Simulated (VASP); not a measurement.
MgB2 (AlB2 type): the cohesive energy from VASP (plane waves, PAW) at several levels of theory. Atoms are spin-polarised in a large box without symmetry, with the spin fixed by Hund's rule, and may not be in the lowest state of each functional; no zero-point energy is added.

```tsv
level	cohesive energy (eV/atom)
LDA	5.57
PBE	4.80
PBE-D3(BJ)	5.09
SCAN	4.88
r2SCAN	4.88
```

The cell of the LDA run:

Space group P6/mmm (No. 191); a = b = 3.0364 Å, c = 3.4372 Å, α = β = 90.00°, γ = 120.00°

```csv
atom,site,symmetry,x,y,z
Mg,1a,6/mmm,0.0000,0.0000,0.0000
B,2d,-6m2,0.3333,0.6667,0.5000
```

Only levels that ran to the end are used. Left out are those held back, those with too coarse a band path, GW runs whose mesh misses a band edge, hybrids' fits of cells that aren't cubic and levels without matching references; a question may draw on a part of the rest.
